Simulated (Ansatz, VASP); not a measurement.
# Cross-check of HfGe between VASP and Ansatz

Wanted: the spread between two codes on one cell, functional and k mesh. The cell is generated by rule, not measured, and may not be a known phase. Of the first pair: The two relaxations start from unlike cells of this crystal (the structure described is Ansatz's start), so only their ends are compared.

Main program and level: Ansatz 0.2.0; plane waves, with VASP 6.6.1 beside it; relaxation of cell and atoms at PBEsol.

**1. Starting point**

Symmetry: P6_3/mmc, No. 194, hexagonal system. The conventional cell has a = 3.718 Å, b = 3.718 Å, c = 5.948 Å, α = 90.00°, β = 90.00°, γ = 120.00°. Nearest to Hf lie 6 Ge at 2.61 Å. Nearest to Ge lie 6 Hf at 2.61 Å. Farther neighbours are not listed.

**2. Ansatz: relaxation of cell and atoms, PBEsol, pair 1**

Ansatz runs on its default PAW (the set named soft_2) files.

The relaxed volume is the usual yardstick between codes: in a stiff, nearly cubic crystal its relative difference is about their pressure difference at one cell divided by the bulk modulus.

The input, input.yaml:

```yaml
crystal:
  lattice:
    - [3.71754, 0.0, 0.0]
    - [-1.85877, 3.21949, 0.0]
    - [0.0, 0.0, 5.94807]
  atoms:
    - { symbol: Hf, position: [0.0, 0.0, 0.0] }
    - { symbol: Hf, position: [0.0, 0.0, 0.5] }
    - { symbol: Ge, position: [0.333333, 0.666667, 0.25] }
    - { symbol: Ge, position: [0.666667, 0.333333, 0.75] }
kpoints:
  mp_grid: { grid: [6, 6, 4] }
hamiltonian:
  xc: pbesol
scf:
  occupations: { method: gaussian, width: 0.1 }
output:
  forces: true
  stress: true
  eigenvalues: true
relax:
  adjacent_minimum: "off"
  f_tol: 0.05
  max_steps: 80
  cell: { stress_tol: 0.5 }
```

Command:

```
> ansatz run input.yaml --threads 4 --pin off --max-ram 7168MiB --backend cpu --events-out ev --progress --plain --runs-dir out
```

Numbers of over 12 decimals in the logs are rounded to 6 here.

Output:

```text
Warning: the atoms were moved onto the symmetric positions of the space group found under crystal.symmetry.tolerance 1.0e-5 (fractional; no operation is sought that the atoms, as they stand in a round, miss by more than twice it, and no atom is moved by as much as it), and the run uses the moved positions. Before a round's move an operation carried an atom to 3.72e-6 Å from where it should land, the largest such dist [...]
The last accepted step is kept in <dir> (removed where the run ends without a failure and the disk answers)
Engine: ansatz 0.2.0, aarch64-unknown-linux-gnu
Pseudopotentials: kind: paw
Pseudopotential: Hf, paw, valence charge 26, recommended cutoff 420 eV (normal), Hf.paw.azcp
Pseudopotential: Ge, paw, valence charge 14, recommended cutoff 420 eV (normal), Ge.paw.azcp
Functional definition: PBEsol
  exchange = pbesol_x
  correlation = pbesol_c
Crystal: 4 atoms, lattice volume = 71.190 Å³
Basis set: ecut = 420 eV, 1387 PW (Γ), exchange–correlation on 50×50×80 points (8 copies of the dense FFT grid, shifted against one another)
Bands: 48, of which v1, the nominal top of the filled ones, is band 40 counted from 1 (39 counted from 0)
Symmetry: 24 space group operations
Space group: P63/mmc (ITA 194), of the structure as read, at distance tolerance 4.1e-5 Å
k-points: 21 of 144
Non-local potential: Hf, projectors of the file, l = 0: 3, l = 1: 2, l = 2: 2, l = 3: 3
Non-local potential: Ge, projectors of the file, l = 0: 2, l = 1: 2, l = 2: 3, l = 3: 1
PAW form: soft (Blöchl's): semilocal exchange-correlation on the pseudo side does not see the compensation charge
PAW frozen core: Hf, regenerated for the run's functional, and the local potential with it (the file was generated under x = pbe(κ = 0.804, μ = 0.219515), c = pbe(β = 0.066725))
PAW frozen core: Ge, regenerated for the run's functional, and the local potential with it (the file was generated under x = pbe(κ = 0.804, μ = 0.219515), c = pbe(β = 0.066725))
PAW one-centre angular grid: Hf, 590 points (default); XC on 64 Gauss nodes
PAW one-centre angular grid: Ge, 590 points (default); XC on 64 Gauss nodes
Initial density: superposition of atomic densities (neutral atoms: chi_scale 0, normalization atom), corrected by the library's trained network
[...]
SCF iter   4: F=—  HF=-39705.124073 eV  |F-HF|=—  |Δ(HF+E_count)|=   9.57e-6  Δρ=1.18e-5  dr2=1.29e-7  ethr=8.24e-10  ⟨swp⟩=2.0  Hψ=1687  notcnv=0
SCF iter   5: F=—  HF=-39705.124073 eV  |F-HF|=—  |Δ(HF+E_count)|=   4.34e-9  Δρ=5.53e-6  dr2=3.40e-8  ethr=1.61e-10  ⟨swp⟩=2.0  Hψ=1847  notcnv=0
SCF iter   6: F=—  HF=-39705.124073 eV  |F-HF|=—  |Δ(HF+E_count)|=   1.52e-8  Δρ=2.81e-6  dr2=9.63e-9  ethr=4.25e-11  ⟨swp⟩=2.0  Hψ=1606  notcnv=0
SCF iter   7: F=-39705.124073 eV  HF=-39705.124073 eV  |F-HF|=3.64e-11  |Δ(HF+E_count)|=   1.67e-9  Δρ=1.27e-6  dr2=1.01e-9  ethr=5.00e-12  ⟨swp⟩=4.2  Hψ=3343  notcnv=0
SCF 5 converged in 7 iterations: F = -39705.124073 eV  dr2 = 1.01e-9
relax step   5: F+E_penalty+E_count = -39705.12407343 eV  Δ(F+E_penalty+E_count) = -6.124e-3 eV  max|allowed force component| = 7.170e-17 eV/Å  Δτ_max = 0.0000 Å  P = +0.330 GPa  Ω = 80.863 Å³  stress off target by 6.82e-1 GPa  SCF on the basis re-selected at this cell (its energy is not comparable with the rows above)  (7 SCF iters)
[...]
relax step   6: F+E_penalty+E_count = -39705.12451535 eV  Δ(F+E_penalty+E_count) = -4.419e-4 eV  max|allowed force component| = 5.551e-17 eV/Å  Δτ_max = 0.0000 Å  P = +0.002 GPa  Ω = 81.034 Å³  energy of the carried Pulay correction = -3.863e-5 eV  (4 SCF iters, dr2 threshold 4.00e-7 eV, accepted)
[...]
relax step   7: F+E_penalty+E_count = -39705.12455650 eV  Δ(F+E_penalty+E_count) = -4.114e-5 eV  max|allowed force component| = 7.170e-17 eV/Å  Δτ_max = 0.0000 Å  P = +0.001 GPa  Ω = 81.034 Å³  stress off target by 3.91e-2 GPa  SCF on the basis re-selected at this cell (its energy is not comparable with the rows above)  (5 SCF iters)
basis re-selected at this cell: Δ(F+E_penalty+E_count) = -4.114e-5 eV, ΔP = -0.001 GPa vs the last step (what re-selecting the basis moved, of the pressure what is left beyond the Pulay correction that the steps carried, after the strain that the cell walked since its last selection, with what the two solves' SCF thresholds leave and, on support functions, any second-order correction that the steps lacked; it is no m [...]
SCF converged after 5 iterations
Free energy (F): -39705.124556 eV
Harris-Foulkes:  -39705.124557 eV  (|F-HF|=2.68e-9)
Internal energy: -39705.112911 eV  (E = F + TS)
E sigma→0 (E₀):  -39705.118734 eV
Entropy (-TS):   -0.011646 eV (-2.911 meV/atom)
Fermi energy:    15.569864 eV
--- Per-component energies (eV) ---
  E_band       = -238.717386
  E_kinetic    = 1071.402523
  E_local      = -15263.344231  (includes V_loc(G=0)·N_el)
  E_nonlocal   = -1637.446119
  E_hartree    = 7018.466440
  E_xc         = -746.472874
  E_vxc        = -662.972146  (∫ρ·V_xc dr)
  E_paw        = -17570.685168  (= ΣΔE_a)
  E_vpaw       = 2216.709382  (= ΣTr[D̂ρ^β])
  E_aug_tail   = 0.000734  (compensation charges beyond the density's cutoff)
  E_ewald      = -12581.372271
  E_core_change = 4.338056  (= ΣΔE_core)
  E_smearing   = -0.011646  (= −TS)
  E_closure    = -0.000000  (closes the sum)
  Σ components = -39705.124556   (vs F -39705.124556, Δ=0.00e0)
--- Forces (eV/Å), atoms counted from 1 ---
  atom   1  Hf     0.00000000     0.00000000     0.00000000
  atom   2  Hf     0.00000000     0.00000000     0.00000000
  atom   3  Ge     0.00000000    -0.00000000     0.00000000
  atom   4  Ge     0.00000000     0.00000000     0.00000000
  max |Σ_I F_I| component: 2.78e-17 eV/Å
--- Stress (GPa, compression-positive) ---
       -0.017851       0.000000       0.000000
        0.000000      -0.017851       0.000000
        0.000000       0.000000       0.039118
  P = ⅓ Tr σ = 0.0011 GPa (0.011 kbar)
--- Band table (eV; the first three rows and the last of 21) ---
  k-point 0: bands = [... 36 lower, 13.9562, 14.4704, 16.4839, 16.4839, 16.5198, 16.5198, 17.5396, 18.4209, ... 4 higher]
  k-point 1: bands = [... 36 lower, 14.1865, 14.1865, 15.8227, 15.8227, 16.6918, 16.6918, 17.1976, 18.0384, ... 4 higher]
  k-point 2: bands = [... 36 lower, 14.8485, 14.8485, 14.8485, 14.8485, 17.2736, 17.2736, 17.2736, 17.2736, ... 4 higher]
  k-point 20: bands = [... 36 lower, 12.6593, 12.6593, 13.7328, 13.7328, 16.5470, 16.5470, 18.0330, 18.0330, ... 4 higher]
--- Relaxed structure (5 steps of the walk, 5 accepted, 2 SCFs on fresh bases) ---
  F+E_penalty+E_count = -39705.12455650 eV   max|allowed force component| = 7.170e-17 eV/Å   (the final SCF, on the basis selected at the relaxed cell)
  cell:  # Å, volume = 81.0339 Å³
    - [3.762241, 0, 0.0]
    - [-1.881120, 3.258196, 0.0]
    - [0.0, 0.0, 6.610634]
  atoms:
    - { symbol: Hf, position: [0, 0, 0] }
    - { symbol: Hf, position: [0, 0, 0.5] }
    - { symbol: Ge, position: [0.333333, 0.666667, 0.25] }
    - { symbol: Ge, position: [0.666667, 0.333333, 0.75] }
```

In the SCF lines HF is the Harris–Foulkes energy and dr2 the Hartree energy of the density residual, in eV; the loop may stop once dr2 is under the threshold and the program's other checks hold. Hψ counts applications of the Hamiltonian.

**3. VASP: relaxation of cell and atoms, PBEsol, pair 1**

Its own start cell and the same functional, mesh and smearing now go to VASP, with its own data sets.

Lines of VASP's logs that name or quote its potential files are left out, and so is its time.

The input, INCAR:

```
SYSTEM = HfGe
PREC = Accurate
ENCUT = 500
EDIFF = 1E-07
NELM = 120
ISMEAR = 0
SIGMA = 0.1
LREAL = .FALSE.
ALGO = Normal
GGA = PS
NBANDS = 30
LASPH = .TRUE.
LORBIT = 11
LWAVE = .FALSE.
LCHARG = .FALSE.
ISIF = 3
IBRION = 2
NSW = 80
EDIFFG = -0.005
GGA_COMPAT = .FALSE.
NELMIN = 4
KPAR = 2
```

The input, POSCAR:

```
HfGe
1.0
    3.7572820911     -0.0000000047      0.0000000000
   -1.8786415550      3.2539020734      0.0000000000
    0.0000000000      0.0000000000      6.6044030363
Hf Ge
2 2
Direct
    0.0000000000      0.0000000000      0.0000000000
    0.0000000000      0.0000000000      0.5000000000
    0.3333333333      0.6666666667      0.2500000000
    0.6666666667      0.3333333333      0.7500000000
```

The input, KPOINTS:

```
Automatic mesh
0
Gamma
6 6 4
0 0 0
```

PAW data sets: Hf_pv and Ge_d (PBE family, release 64).

Command:

```
> mpirun -np 2 vasp_std
```

Output:

```text
[banner, memory and clock lines left out]
running    2 mpi-ranks, on    1 nodes
 distrk:  each k-point on    1 cores,    2 groups
 distr:  one band on    1 cores,    1 groups

 POSCAR found type information on POSCAR HfGe
 POSCAR found :  2 types and       4 ions
|                                                                             |
|               ----> ADVICE to this user running VASP <----                  |
|                                                                             |
|     You enforced a specific xc type in the INCAR file but a different       |
|     [... a line on the potential file left out ...]
|     I HOPE YOU KNOW WHAT YOU ARE DOING!                                     |
|                                                                             |

 LDA part: xc-table for (Slater+PW92), standard interpolation
 POSCAR, INCAR and KPOINTS ok, starting setup
 FFT: planning ... GRIDC
 FFT: planning ... GRID_SOFT
 FFT: planning ... GRID
 WAVECAR not read
 entering main loop
       N       E                     dE             d eps       ncg     rms          rms(c)
DAV:   1     0.411512341400E+03    0.41151E+03   -0.23609E+04  1520   0.341E+03
DAV:   2     0.298999813326E+02   -0.38161E+03   -0.36974E+03  1266   0.780E+02
DAV:   3    -0.318177577885E+02   -0.61718E+02   -0.59287E+02  1524   0.179E+02
DAV:   4    -0.348515065919E+02   -0.30337E+01   -0.30132E+01  1518   0.417E+01
DAV:   5    -0.349441677477E+02   -0.92661E-01   -0.92611E-01  1534   0.804E+00    0.663E+01
DAV:   6    -0.331930150773E+02    0.17512E+01   -0.38308E+00  1812   0.101E+01    0.414E+01
DAV:   7    -0.330745599907E+02    0.11846E+00   -0.26318E+00  1454   0.942E+00    0.452E+00
DAV:   8    -0.329738913483E+02    0.10067E+00   -0.74279E-01  1596   0.410E+00    0.550E-01
DAV:   9    -0.329705612612E+02    0.33301E-02   -0.44552E-02  1704   0.212E+00    0.443E-01
DAV:  10    -0.329706023003E+02   -0.41039E-04   -0.16247E-03  1626   0.337E-01    0.317E-01
DAV:  11    -0.329705716413E+02    0.30659E-04   -0.47945E-04  1806   0.185E-01    0.127E-01
DAV:  12    -0.329705595559E+02    0.12085E-04   -0.57369E-05  1548   0.407E-02    0.727E-03
DAV:  13    -0.329705599213E+02   -0.36537E-06   -0.34208E-06  1510   0.118E-02    0.543E-03
DAV:  14    -0.329705599574E+02   -0.36128E-07   -0.18652E-07   966   0.517E-03
   1 F= -.32970560E+02 E0= -.32964766E+02  d E =-.329706E+02
 curvature:   0.00 expect dE= 0.000E+00 dE for cont linesearch  0.000E+00
 trial: gam= 0.00000 g(F)=  0.539E-43 g(S)=  0.116E-03 ort = 0.000E+00 (trialstep = 0.100E+01)
 search vector abs. value=  0.116E-03
 bond charge predicted
       N       E                     dE             d eps       ncg     rms          rms(c)
DAV:   1    -0.329720440841E+02   -0.14842E-02   -0.26644E-02  1586   0.201E+00    0.489E-01
DAV:   2    -0.329709524950E+02    0.10916E-02   -0.22733E-03  1592   0.552E-01    0.126E-01
DAV:   3    -0.329706487694E+02    0.30373E-03   -0.31192E-04  1606   0.175E-01    0.570E-02
DAV:   4    -0.329705546097E+02    0.94160E-04   -0.90621E-05  1622   0.772E-02    0.337E-02
DAV:   5    -0.329705441305E+02    0.10479E-04   -0.82407E-06  1556   0.244E-02    0.152E-02
DAV:   6    -0.329705436215E+02    0.50899E-06   -0.53166E-07  1272   0.697E-03    0.322E-03
DAV:   7    -0.329705434877E+02    0.13388E-06   -0.29594E-08   810   0.152E-03    0.106E-03
DAV:   8    -0.329705435032E+02   -0.15547E-07   -0.81314E-09   786   0.108E-03
   2 F= -.32970544E+02 E0= -.32964757E+02  d E =0.164542E-04
 trial-energy change:    0.000016  1 .order    0.000015   -0.000116    0.000147
 step:   0.4354(harm=  0.4410)  dis= 0.00000  next Energy=   -32.970585 (dE=-0.251E-04)
 bond charge predicted
       N       E                     dE             d eps       ncg     rms          rms(c)
DAV:   1    -0.329710608920E+02   -0.51740E-03   -0.84794E-03  1586   0.113E+00    0.276E-01
DAV:   2    -0.329707110760E+02    0.34982E-03   -0.72738E-04  1574   0.313E-01    0.712E-02
DAV:   3    -0.329706152037E+02    0.95872E-04   -0.99560E-05  1594   0.988E-02    0.322E-02
DAV:   4    -0.329705870671E+02    0.28137E-04   -0.28714E-05  1628   0.435E-02    0.191E-02
DAV:   5    -0.329705853145E+02    0.17526E-05   -0.26244E-06  1556   0.137E-02    0.860E-03
DAV:   6    -0.329705855750E+02   -0.26052E-06   -0.16347E-07   966   0.400E-03    0.175E-03
DAV:   7    -0.329705856446E+02   -0.69602E-07   -0.11983E-08   774   0.985E-04
   3 F= -.32970586E+02 E0= -.32964795E+02  d E =-.256872E-04
 curvature:  -0.22 expect dE=-0.353E-07 dE for cont linesearch -0.938E-11
 trial: gam= 0.00078 g(F)=  0.166E-43 g(S)=  0.160E-06 ort = 0.701E-07 (trialstep = 0.887E+00)
 search vector abs. value=  0.160E-06
 reached required accuracy - stopping structural energy minimisation
```

From OUTCAR (step 3):

```text
ion  position               nearest neighbor table
   1  0.000  0.000  0.000-   4 2.73   3 2.73   4 2.73   3 2.73   4 2.73   3 2.73   2 3.30   2 3.30

  LATTYP: Found a hexagonal cell.
 ALAT       =     3.7572820911
 C/A-ratio  =     1.7577607633

 Subroutine GETGRP returns: Found 24 space group operations
 (whereof 12 operations were pure point group operations)

The static configuration has the point symmetry D_3d.
 The point group associated with its full space group is D_6h.

 Found     21 irreducible k-points:

   k-points           NKPTS =     21   k-points in BZ     NKDIM =     21   number of bands    NBANDS=     30

   dimension x,y,z NGX =    28 NGY =   28 NGZ =   48
   dimension x,y,z NGXF=    56 NGYF=   56 NGZF=   96

   ENCUT  =  500.0 eV  36.75 Ry    6.06 a.u.   6.85  6.85 12.04*2*pi/ulx,y,z

   NELECT =      48.0000    total number of electrons

 k-points in reciprocal lattice and weights: Automatic mesh
   0.00000000  0.00000000  0.00000000       0.007
   0.16666667  0.00000000  0.00000000       0.042
   0.33333333  0.00000000  0.00000000       0.042
   0.50000000  0.00000000  0.00000000       0.021
   0.16666667  0.16666667  0.00000000       0.042
   0.33333333  0.16666667  0.00000000       0.083
   0.33333333  0.33333333  0.00000000       0.014
   0.00000000  0.00000000  0.25000000       0.014
   0.16666667  0.00000000  0.25000000       0.083
[...]
0.33333333  0.16666667  0.50000000       0.083
   0.33333333  0.33333333  0.50000000       0.014

 average (electrostatic) potential at core
       1 -36.8699       2 -36.8699       3 -72.5482       4 -72.5482

 E-fermi :   5.3092

 k-point     1 :       0.0000    0.0000    0.0000
  band No.  band energies     occupation
    ...
     18      -2.6225      2.00000
     19      -0.2270      2.00000
     20       3.7022      2.00000
     21       3.7022      2.00000
     22       4.2157      2.00000
     23       6.2360      0.00000
     24       6.2360      0.00000
     25       6.2670      0.00000
     26       6.2670      0.00000
     27       7.2615      0.00000
    ...

 k-point     2 :       0.1667    0.0000    0.0000
  band No.  band energies     occupation
    ...
     20       3.3302      2.00000
     21       3.8245      2.00000
     22       4.0974      2.00000
     23       4.8756      2.00000
     24       5.0020      1.99999
     25       5.6122      0.00002
     26       6.7072      0.00000
     27       7.5011      0.00000
     28       7.8048      0.00000
     29       8.7178      0.00000
    ...

 k-point     3 :       0.3333    0.0000    0.0000
  band No.  band energies     occupation
    ...
     20       1.7385      2.00000
     21       3.2015      2.00000
     22       3.6991      2.00000
     23       3.8004      2.00000
     24       4.4810      2.00000
     25       5.5921      0.00006
     26       6.9058      0.00000
     27       7.7974      0.00000
     28       8.1608      0.00000
     29       8.6430      0.00000
    ...

  Total       -0.0019233     -0.0019233      0.0024238      0.0000000      0.0000000      0.0000000
  in kB       -0.0381306     -0.0381306      0.0480521      0.0000000      0.0000000      0.0000000
  external PRESSURE =      -0.0094031 kB  Pullay stress =       0.0000000 kB

  energy-cutoff  :      500.00
  volume of cell :       80.81
      direct lattice vectors                 reciprocal lattice vectors
     3.758174046 -0.000000005  0.000000000     0.266086666  0.153625234  0.000000000
    -1.879087533  3.254674529 -0.000000000     0.000000000  0.307250385 -0.000000000
    -0.000000000  0.000000000  6.606974495     0.000000000  0.000000000  0.151355208

 POSITION                                       TOTAL-FORCE (eV/Angst)
 -----------------------------------------------------------------------------------
     -0.00000      0.00000      0.00000        -0.000000     -0.000000     -0.000000
     -0.00000      0.00000      3.30349         0.000000     -0.000000     -0.000000
     -0.00000      2.16978      1.65174         0.000000      0.000000     -0.000000
      1.87909      1.08489      4.95523        -0.000000      0.000000      0.000000
 -----------------------------------------------------------------------------------
    total drift:                                0.000000     -0.000000      0.000000

  FREE ENERGIE OF THE ION-ELECTRON SYSTEM (eV)
  ---------------------------------------------------
  free  energy   TOTEN  =       -32.9705856446 eV

  energy  without entropy=      -32.9590040243  energy(sigma->0) =      -32.96479483

 reached required accuracy - stopping structural energy minimisation

 total charge
# of ion       s       p       d       tot
------------------------------------------
    1        0.315   6.439   1.562   8.316
    2        0.315   6.439   1.562   8.316
    3        1.140   1.411  10.005  12.555
    4        1.140   1.411  10.005  12.555
--------------------------------------------------
tot          2.909  15.700  23.135  41.743

[... 3 further parts left out ...]
```

CONTCAR:

```
HfGe
   1.00000000000000
     3.7581740459088242   -0.0000000048418812    0.0000000000000000
    -1.8790875326472589    3.2546745292301229   -0.0000000000000000
    -0.0000000000000000    0.0000000000000000    6.6069744947104496
  Hf              Ge
     2     2
Direct
     0.0000000000000000    0.0000000000000000    0.0000000000000000
     0.0000000000000000    0.0000000000000000    0.5000000000000000
     0.3333333332999970    0.6666666667000030    0.2500000000000000
     0.6666666667000030    0.3333333332999970    0.7500000000000000
```

**4. Side by side**

Known differences besides the potentials themselves: the data sets hold 80 valence electrons in Ansatz (on its default PAW (the set named soft_2) files) and 48 in VASP; the cutoff is 420 eV in Ansatz and 500 eV in VASP; Ansatz makes its cores anew for this functional, VASP keeps those of its PBE data sets; Ansatz adds a Pulay correction to the stress that steers its cell, VASP none. Total energies have different zeros and are not compared.

The two programs side by side:

| quantity | Ansatz | VASP | difference |
| --- | --- | --- | --- |
| volume (Å³) | 81.03 | 80.81 | +0.27 % |
| edge a after relaxation, in the typed setting (Å) | 3.762 | 3.758 | +0.11 % |
| edge c after relaxation, in the typed setting (Å) | 6.611 | 6.607 | +0.05 % |

[end of part 1 of 2]

[Lines on the potential files, build, host, timing and source positions are cut from VASP's logs without a mark.]

[Logs are printed without paths, hosts, clocks, repeated set-up lines and the standing remarks that a program may print on its own settings, such as how far it seeks lower states.]

[Hosts, paths, dates, database ids (printed as entryN), source tags and the programs' standing remarks are cut or masked in the printed files.]
